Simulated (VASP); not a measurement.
Input of a VASP 6.6.1 run:

INCAR

```
PREC     = Accurate       # precision mode
ENCUT    = 600            # plane-wave cutoff, eV
EDIFF    = 1E-6           # SCF threshold, eV
ISMEAR   = -1             # smearing method
SIGMA    = 0.05           # smearing width, eV
LREAL    = False          # projectors in reciprocal space
LASPH    = True           # aspherical terms in the spheres
NELM     = 100            # most SCF steps
ALGO     = Normal         # electronic algorithm
ISIF     = 3              # what is computed and relaxed
LWAVE    = False          # write WAVECAR
LCHARG   = False          # write CHGCAR
GGA      = PE             # functional
LUSE_VDW = True         
IVDW_NL  = 2            
BPARAM   = 10.0         
CPARAM   = 0.0093       
IBRION   = 2              # ionic algorithm
NSW      = 40             # ionic steps
EDIFFG   = -0.02          # ionic threshold
KPAR     = 4
```

KPOINTS

```
Automatic mesh
0
Gamma
  7 7 5
```

Contents of POSCAR:

```
HPbNO4
1.0
    4.2040700000      0.0000000000      0.0000000000
    2.0217200000      3.8395200000      0.0000000000
    2.0468600000      1.2790000000      6.2813200000
H Pb N O
1 1 1 4
Direct
    0.8914500000      0.6820200000      0.6279600000
    0.1442600000      0.9287200000      0.8835200000
    0.2567000000      0.2886100000      0.3017100000
    0.8310800000      0.6505600000      0.7840500000
    0.3869400000      0.2238000000      0.1129500000
    0.3110400000      0.0357600000      0.4585600000
    0.0772600000      0.6063300000      0.3227500000
```

Potentials or basis: VASP PAW PBE potentials, release 64 (H, Pb_d, N, O).

The run is started by

```sh
$ cat potpaw_PBE.64/H/POTCAR potpaw_PBE.64/Pb_d/POTCAR potpaw_PBE.64/N/POTCAR potpaw_PBE.64/O/POTCAR > POTCAR
$ mpirun -np 4 vasp_std > vasp.out
```

Problem. What does it give for the band gap on the k mesh?

Solution. 2.62 eV, indirect (least direct gap 2.65 eV).

Problem. What does it give for the space group after relaxing (to 0.05 Å)?

Solution. P1 (No. 1).

Problem. Predict the relaxed volume.

Solution. 13.87 Å³/atom.

Forces on the atoms (eV/Å):
```
H    0.001  0.008  0.006
Pb   0.002 -0.006  0.010
N   -0.005  0.013 -0.001
O   -0.005 -0.004 -0.008
O    0.003 -0.008 -0.017
O    0.003 -0.001  0.013
O    0.002 -0.002 -0.002
```

Caveat: the standard files for N, O and F lose accuracy on very short bonds; spin-orbit coupling is left out, which as a rule narrows the gap of such compounds by several tenths of an eV; an odd mesh through Γ misses points on the zone boundary, where band edges often lie.
